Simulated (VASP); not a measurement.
Given:

```xyz
3
Lattice="0.0000 2.5105 2.5105 2.5105 0.0000 2.5105 2.5105 2.5105 0.0000" Properties=species:S:1:pos:R:3 pbc="T T T"
Hf     0.0000     0.0000     0.0000
O      1.2552     1.2552     1.2552
O      3.7657     3.7657     3.7657
```

Level of theory: PBEsol GGA, VASP's PBE PAW potentials (set 64) (plane waves; VASP). Numerical set-up: 520 eV cut-off, Gaussian smearing of 0.050 eV, potentials Hf_pv O.

Unless said otherwise, spin-orbit coupling is left out, though it shifts the bands of the heavy elements here.

Problem. Give the energies of bands 6 to 14 at the high-symmetry points, in eV from the valence-band maximum.

Solution. 
```tsv
band	Γ	X	U	L	W
6	-5.58	-6.76	-6.06	-4.52	-5.51
7	-5.58	-3.57	-4.17	-4.52	-5.28
8	-5.58	-3.57	-3.47	-3.13	-2.65
9	-0.63	-1.60	-2.35	-2.84	-2.65
10	-0.63	-1.60	-1.35	-1.89	-1.45
11	-0.63	0.00	-0.35	-1.89	-0.22
12	3.85	3.75	4.32	4.63	4.85
13	3.85	5.58	5.51	4.63	5.21
14	5.88	6.87	7.14	7.23	7.30
```

The gap is direct, 3.75 eV, from the valence maximum at X to the conduction minimum at X.

The compound is HfO2 in the fluorite structure, the high-temperature cubic form, which is unstable at 0 K; the monoclinic form is the stable one. It was relaxed first.
